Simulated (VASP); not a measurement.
The system is LaB6.

```
La B
1.0
     4.15700    0.00000    0.00000
     0.00000    4.15700    0.00000
     0.00000    0.00000    4.15700
La B
1 6
Direct
  0.00000 0.00000 0.00000
  0.19750 0.50000 0.50000
  0.50000 0.19750 0.50000
  0.80250 0.50000 0.50000
  0.50000 0.80250 0.50000
  0.50000 0.50000 0.19750
  0.50000 0.50000 0.80250
```

* Program: VASP 6.6.1
* Task: relaxation of cell and atoms
* Functional: r2SCAN
* Potentials or basis: VASP PAW PBE potentials, release 64 (La, B)
* Cutoff: 600 eV
* k mesh: 10 × 10 × 10
* Occupations: methfessel-paxton, width 0.1 eV
* Spin: no spin polarisation

At the start: pressure -1.0 GPa; volume 10.26 Å³/atom.

Problem. How do energy, volume and symmetry change on relaxing?

Solution. Over 3 steps the energy falls by 3.0 meV/atom and the volume is 10.23 Å³/atom (-0.3 %); space group Pm-3m (No. 221, to 0.05 Å).

Step by step:
| step | energy change (eV) | largest force (eV/Å) | pressure (GPa) | volume (Å³) |
| --- | --- | --- | --- | --- |
| 1 | 0.0000 | 0.6548 | -1.04 | 71.84 |
| 2 | 0.0721 | 1.3952 | 2.66 | 71.15 |
| 3 | -0.0207 | 0.0002 | -0.07 | 71.61 |

Final structure:
```
La B
1.0
     4.15270    0.00000    0.00000
     0.00000    4.15270    0.00000
     0.00000    0.00000    4.15270
La B
1 6
Cartesian
  0.0000 0.0000 0.0000
  0.8303 2.0763 2.0763
  2.0763 0.8303 2.0763
  3.3224 2.0763 2.0763
  2.0763 3.3224 2.0763
  2.0763 2.0763 0.8303
  2.0763 2.0763 3.3224
```

Caveat: the PAW data sets were made with another functional, which shifts forces and pressure a little.
